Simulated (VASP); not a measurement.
Output of a VASP run:

### OSZICAR
```
       N       E                     dE             d eps       ncg     rms          rms(c)
DAV:   1     0.623769749028E+02    0.62377E+02   -0.71573E+03   848   0.118E+03
DAV:   2    -0.112819225803E+02   -0.73659E+02   -0.67629E+02   940   0.208E+02
DAV:   3    -0.132550823132E+02   -0.19732E+01   -0.19535E+01  1068   0.333E+01
DAV:   4    -0.132711756018E+02   -0.16093E-01   -0.16091E-01   956   0.352E+00
DAV:   5    -0.132714211422E+02   -0.24554E-03   -0.24553E-03  1056   0.464E-01    0.950E+00
DAV:   6    -0.120432979829E+02    0.12281E+01   -0.65207E+00   956   0.289E+01    0.405E+00
DAV:   7    -0.119722553825E+02    0.71043E-01   -0.28168E-01   908   0.629E+00    0.191E+00
DAV:   8    -0.119427345556E+02    0.29521E-01   -0.23827E-02   964   0.124E+00    0.405E-01
DAV:   9    -0.119416474263E+02    0.10871E-02   -0.35407E-03   988   0.717E-01    0.186E-01
DAV:  10    -0.119417873433E+02   -0.13992E-03   -0.24169E-04   920   0.132E-01    0.357E-02
DAV:  11    -0.119417807622E+02    0.65811E-05   -0.73096E-06  1040   0.248E-02    0.130E-02
DAV:  12    -0.119417821807E+02   -0.14185E-05   -0.36404E-06   908   0.136E-02    0.334E-03
DAV:  13    -0.119417822854E+02   -0.10475E-06   -0.23795E-07   864   0.561E-03    0.731E-04
DAV:  14    -0.119417823212E+02   -0.35824E-07   -0.19039E-08   544   0.125E-03
   1 F= -.11941782E+02 E0= -.11941670E+02  d E =-.336223E-03
```

**OUTCAR**
```
------------------------ aborting loop because EDIFF is reached ----------------------------------------
  FORCE on cell =-STRESS in cart. coord.  units (eV):
  Direction    XX          YY          ZZ          XY          YZ          ZX
  --------------------------------------------------------------------------------------
  Total        2.4623408      2.4623408      2.4623408     -0.0000000     -0.0000000     -0.0000000
  in kB       75.5817061     75.5817061     75.5817061     -0.0000000     -0.0000000     -0.0000000
  external PRESSURE =      75.5817061 kB  Pullay stress =       0.0000000 kB
  volume of cell :       52.20
      direct lattice vectors                 reciprocal lattice vectors
     0.000000000  2.966224513  2.966224513    -0.168564449  0.168564449  0.168564449
     2.966224513  0.000000000  2.966224513     0.168564449 -0.168564449  0.168564449
     2.966224513  2.966224513  0.000000000     0.168564449  0.168564449 -0.168564449
 POSITION                                       TOTAL-FORCE (eV/Angst)
 -----------------------------------------------------------------------------------
      1.48311      1.48311      1.48311        -0.000000      0.000000      0.000000
      4.44934      4.44934      4.44934        -0.000000     -0.000000     -0.000000
      0.00000      0.00000      0.00000         0.000000      0.000000      0.000000
 -----------------------------------------------------------------------------------
    total drift:                                0.000000     -0.000000      0.000000
  FREE ENERGIE OF THE ION-ELECTRON SYSTEM (eV)
  ---------------------------------------------------
  free  energy   TOTEN  =       -11.9417823212 eV

  energy  without entropy=      -11.9414460984  energy(sigma->0) =      -11.94167025
```
(Selected blocks of OUTCAR.)

POSCAR:
```
AuAl2
1
    0.0000000000     2.9662245127     2.9662245127
    2.9662245127     0.0000000000     2.9662245127
    2.9662245127     2.9662245127     0.0000000000
Al Au
2 1
Direct
  0.2500000000   0.2500000000   0.2500000000
  0.7500000000   0.7500000000   0.7500000000
  0.0000000000   0.0000000000   0.0000000000
```

Q: Reconstruct the remaining input files.

A: Several could match; the one computed here: the input of the run itself, PBE GGA, plane waves, VASP's PBE PAW potentials (set 64).

INCAR:
```
ENCUT  =  520
ISIF  =  2
EDIFF  =  1E-7   ! SCF stop (eV)
LCHARG  =  F
LWAVE  =  F
SYSTEM  =  AuAl2
LMAXMIX  =  6
LREAL  =  F
ISMEAR  =  1
SIGMA  =  0.1
NELM  =  100   ! most electronic steps
GGA  =  PE
ALGO  =  Normal
PREC  =  Accurate
LASPH  =  T
```

KPOINTS:
```
kpoints
0
gamma
 9 9 9
0 0 0
```

POTCAR, in this order: Al Au (PBE.64 set). Program: vasp_std.

The compound is AuAl2 in the fluorite structure. This cell is one point of a volume scan, at 0.94 of the reference volume. The electron count is odd and the run is not spin-polarised, which forces a metal.
